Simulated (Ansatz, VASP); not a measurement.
# CsHgH3: VASP beside Ansatz

```xyz
5
Lattice="4.3186 0.0000 0.0000 0.0000 4.3186 0.0000 0.0000 0.0000 4.3186" Properties=species:S:1:pos:R:3 pbc="T T T"
Cs    0.0000    0.0000    0.0000
Hg    2.1593    2.1593    2.1593
H     0.0000    2.1593    2.1593
H     2.1593    2.1593    0.0000
H     2.1593    0.0000    2.1593
```

Alike in both runs: functional PBE; k mesh 10 × 10 × 10; occupations gaussian, width 0.1 eV; no spin polarisation.

Ansatz relaxed the structure, and its values are those at the end. VASP's run is a single point on that final structure, the one shown.

|  | VASP | Ansatz |
| --- | --- | --- |
| version | VASP 6.6.1 | Ansatz 0.2.0 |
| potentials or method | VASP PAW PBE potentials, release 64 (Cs_sv, Hg, H) | scalar-relativistic, plane waves, PAW |
| plane-wave cutoff (eV) | 520 | 420 |
| valence electrons in the cell | 24 | 32 |

|  | VASP | Ansatz | Ansatz less VASP |
| --- | --- | --- | --- |
| gap on the k mesh at the Fermi level (eV) | none | none | - |
| pressure (GPa) | 0.2 | 0.0 | -0.12 |

A gap of «none» marks a metal or a gap that the smearing closes. The two sets of potentials don't hold the same shells in valence.

The runs have no spin-orbit coupling, so splittings on Cs, Hg are missing.
